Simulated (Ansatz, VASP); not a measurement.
## One calculation of YS, two programs

```xyz
2
Lattice="0.0000 2.7088 2.7088 2.7088 0.0000 2.7088 2.7088 2.7088 0.0000" Properties=species:S:1:pos:R:3 pbc="T T T"
Y     2.7088    2.7088    2.7088
S     0.0000    0.0000    0.0000
```

Alike in both runs: functional LDA; k mesh 14 × 14 × 14; occupations gaussian, width 0.1 eV; no spin polarisation.

Ansatz relaxed the structure, and its values are those at the end. VASP's run is a single point on that final structure, the one shown.

|  | VASP | Ansatz |
| --- | --- | --- |
| version | VASP 6.6.1 | Ansatz 0.2.0 |
| potentials or method | VASP PAW LDA potentials, release 64 (Y_sv, S) | scalar-relativistic, plane waves, PAW |
| plane-wave cutoff (eV) | 520 | 420 |
| valence electrons in the cell | 17 | 17 |

|  | VASP | Ansatz | Ansatz less VASP |
| --- | --- | --- | --- |
| gap on the k mesh at the Fermi level (eV) | none | none | - |
| pressure (GPa) | 0.1 | 0.0 | -0.06 |

A gap of «none» marks a metal or a gap that the smearing closes.
